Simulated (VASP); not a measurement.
Consider the following.

```
CELL_PARAMETERS angstrom
      3.48351     0.00000     0.00000
      0.00000     3.48351     0.00000
      0.00000     0.00000     3.48351
ATOMIC_POSITIONS crystal
  Fe 0.00000 0.00000 0.00000
  Ni 0.00000 0.50000 0.50000
  Ni 0.50000 0.00000 0.50000
  Ni 0.50000 0.50000 0.00000
```
Starting moments (μB, in the order of the record's atoms Fe Ni Ni Ni): 2.8 0.6 0.6 0.6.

These are AM05 GGA, VASP's PBE PAW potentials (set 64) (plane waves; VASP) values and carry that method's errors. Settings: 520 eV cut-off, Gaussian smearing of 0.050 eV, potentials Fe Ni.

**Question.** Give the spin-up energies of bands 11 to 24 at the high-symmetry points, in eV from the Fermi level.

**Answer.** 
| band | Γ | X | M | R |
|---|---|---|---|---|
| 11 | -1.62 | -2.52 | -3.04 | -2.66 |
| 12 | -1.62 | -2.11 | -3.04 | -2.66 |
| 13 | -0.77 | -1.91 | -2.63 | -0.85 |
| 14 | -0.77 | -1.91 | -1.96 | -0.85 |
| 15 | -0.74 | -1.72 | -1.87 | -0.75 |
| 16 | -0.61 | -1.72 | -1.87 | -0.75 |
| 17 | -0.61 | -1.61 | -1.67 | -0.75 |
| 18 | -0.61 | -1.55 | -1.67 | -0.72 |
| 19 | -0.53 | -1.33 | -1.51 | -0.72 |
| 20 | -0.53 | -1.03 | -1.50 | -0.72 |
| 21 | -0.53 | -0.61 | 0.88 | -0.64 |
| 22 | 2.25 | -0.53 | 0.88 | -0.64 |
| 23 | 2.25 | 7.79 | 0.95 | -0.64 |
| 24 | 2.25 | 7.79 | 0.96 | -0.53 |

**Question.** Give the spin-down energies of bands 11 to 24 at the high-symmetry points, in eV from the Fermi level.

**Answer.** 
```
band      Γ      X      M      R
----  -----  -----  -----  -----
11    -0.57  -1.53  -2.21  -1.52
12    -0.57  -1.26  -1.87  -1.52
13     0.00  -1.02  -1.29  -0.60
14     0.27  -1.02  -1.26  -0.50
15     0.27  -0.90  -1.26  -0.50
16     0.27  -0.39  -0.83  -0.50
17     1.00  -0.15  -0.75   0.05
18     1.00  -0.15   0.17   0.05
19     1.36   0.27   0.17   0.05
20     1.36   0.43   0.29   0.86
21     1.36   0.58   1.50   0.86
22     2.37   1.34   1.50   0.86
23     2.37   8.20   2.46   1.11
24     2.37   8.21   2.60   1.11
```

It has no gap at this level: it comes out as a metal or semimetal.

The compound is Ni3Fe in the L1_2 structure. It was relaxed first, which changed the volume by -6 %.
